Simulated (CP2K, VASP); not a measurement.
VASP input:

INCAR:
```
# general
SYSTEM=K2S
PREC  =Accurate
ENCUT =300
LREAL =.FALSE.
LASPH =.TRUE.

# electronic loop
EDIFF =1E-6
NELM  =100
ALGO  =Normal

# smearing
ISMEAR=-1
SIGMA =0.05

# functional
GGA   =PE

# ions
IBRION=2
NSW   =50
ISIF  =3
EDIFFG=-0.01

# output
LWAVE =.FALSE.
LCHARG=.FALSE.
```

**POSCAR**
```
K2S
1
    0.0000000000     3.7364920000     3.7364920000
    3.7364920000     0.0000000000     3.7364920000
    3.7364920000     3.7364920000     0.0000000000
K S
2 1
Direct
  0.2500000000   0.2500000000   0.2500000000
  0.7500000000   0.7500000000   0.7500000000
  0.0000000000   0.0000000000   0.0000000000
```

File KPOINTS:
```
Automatic mesh
0
Gamma
6 6 6
0 0 0
```

POTCAR, in this order: K_sv S (PBE.64 set). Program: vasp_std.

Task: Write an input for CP2K that does the same calculation.

Result: One input that does it (PBE, GPW, DZVP-MOLOPT-SR-GTH basis, GTH-PBE potentials (GTH_POTENTIALS)):
```
&GLOBAL
  PROJECT k2s
  RUN_TYPE CELL_OPT
  PRINT_LEVEL LOW
&END GLOBAL
&FORCE_EVAL
  METHOD Quickstep
  STRESS_TENSOR ANALYTICAL
  &DFT
    BASIS_SET_FILE_NAME BASIS_MOLOPT
    POTENTIAL_FILE_NAME GTH_POTENTIALS
    &QS
      METHOD GPW
      EPS_DEFAULT 1E-10
      EXTRAPOLATION USE_GUESS
    &END QS
    &MGRID
      CUTOFF 500
      REL_CUTOFF 50
      NGRIDS 5
    &END MGRID
    &SCF
      SCF_GUESS ATOMIC
      EPS_SCF 1E-7
      MAX_SCF 100
      ADDED_MOS 5
      &DIAGONALIZATION
        ALGORITHM STANDARD
      &END DIAGONALIZATION
      &MIXING
        METHOD BROYDEN_MIXING
        ALPHA 0.4
        NBUFFER 10
        BETA 1.5
      &END MIXING
      &SMEAR ON
        METHOD FERMI_DIRAC
        ELECTRONIC_TEMPERATURE [K] 580.23
      &END SMEAR
    &END SCF
    &KPOINTS
      SCHEME MONKHORST-PACK 6 6 6
      GAMMA_CENTERED T
    &END KPOINTS
    &XC
      &XC_FUNCTIONAL PBE
      &END XC_FUNCTIONAL
    &END XC
    &PRINT
      &MO
        EIGENVALUES T
        OCCUPATION_NUMBERS T
        NDIGITS 8
        FILENAME mo
        &EACH
          QS_SCF 0
        &END EACH
        ADD_LAST NUMERIC
      &END MO
      &MULLIKEN OFF
      &END MULLIKEN
    &END PRINT
  &END DFT
  &SUBSYS
    &CELL
      A 5.28419800 0.00000000 0.00000000
      B 2.64209900 4.57624900 0.00000000
      C 2.64209900 1.52541600 4.31452900
      PERIODIC XYZ
    &END CELL
    &COORD
      K        2.64209900     1.52541625     1.07863225
      K        7.92629700     4.57624875     3.23589675
      S        0.00000000     0.00000000     0.00000000
    &END COORD
    &KIND K
      BASIS_SET DZVP-MOLOPT-SR-GTH-q9
      POTENTIAL GTH-PBE-q9
    &END KIND
    &KIND S
      BASIS_SET DZVP-MOLOPT-SR-GTH-q6
      POTENTIAL GTH-PBE-q6
    &END KIND
  &END SUBSYS
  &PRINT
    &FORCES ON
    &END FORCES
    &STRESS_TENSOR ON
    &END STRESS_TENSOR
  &END PRINT
&END FORCE_EVAL
&MOTION
  &CELL_OPT
    OPTIMIZER BFGS
    MAX_ITER 60
    MAX_FORCE 4E-4
    RMS_FORCE 3E-4
    EXTERNAL_PRESSURE [GPa] 0
    PRESSURE_TOLERANCE [bar] 200
  &END CELL_OPT
  &PRINT
    &CELL ON
    &END CELL
    &RESTART OFF
    &END RESTART
    &RESTART_HISTORY OFF
    &END RESTART_HISTORY
  &END PRINT
&END MOTION
```
Both are inputs of real runs that ended normally. What can't carry over is the choice of potentials or basis and its cut-off, and each code's defaults.

The structure is a typed K2S crystal (Fm-3m).
